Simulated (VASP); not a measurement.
VASP runs on TiAl (space group P4/mmm) share one base input (PBEsol GGA, plane waves, VASP's PBE PAW potentials (set 64)) and change the settings named in each case.

INCAR:
```
ALGO = Normal
EDIFF = 1E-6
ENCUT = 300
GGA = PS
ISIF = 2
ISMEAR = -1
LASPH = .TRUE.
LCHARG = .FALSE.
LMAXMIX = 4
LREAL = .FALSE.
LWAVE = .FALSE.
NELM = 100
PREC = Accurate
SIGMA = 0.136
SYSTEM = TiAl
```

**KPOINTS**
```
Regular mesh
0
gamma
 8 8 6
0.5 0.5 0.5
```

File POSCAR:
```
TiAl
1.0
  2.7413240000   0.0000000000   0.0000000000
  0.0000000000   2.7413240000   0.0000000000
  0.0000000000   0.0000000000   3.9659790000
Ti Al
1 1
Cart
  1.3706620000   1.3706620000   1.9829895000
  0.0000000000   0.0000000000   0.0000000000
```

POTCAR, in this order: Ti_sv Al (PBE.64 set). Program: vasp_std.

```tsv
change	E(σ→0) (eV/atom)	pressure (GPa)	−TS (eV)
base run	-6.5972	7.76	-0.0990
GGA removed, POTCAR Ti_sv Al (LDA.64 set)	-6.7825	3.72	-0.0995
GGA = PE	-6.1422	11.48	-0.0983
GGA = RP	-5.7877	___	___
GGA = RE	-5.8609	13.68	-0.0981
GGA removed, LMIXTAU = .TRUE., METAGGA = R2SCAN	-10.2561	10.72	-0.0884
GGA = 91	-6.0999	11.39	-0.0981
```

### Question
What belongs in the gaps?

### Answer

- GGA = RP, pressure (GPa): 14.44
- GGA = RP, −TS (eV): -0.0980

Energies of different potentials or functionals have different zeros.  At 300 eV the pressure can carry a Pulay error.

Left out are runs that ran out of time, are held back, or changed the cell or the kind of run, fixed moments of cells without a moment, rows past the twelfth, gaps on odd meshes, pressures of charged cells and columns that move by less than the noise.

The structure comes from a computed database's TiAl entry; how it stands against other phases isn't given here. The cell was not relaxed at this level, its lattice was scaled by up to 2.5 %. The electron count is odd and the run is not spin-polarised, which forces a metal.
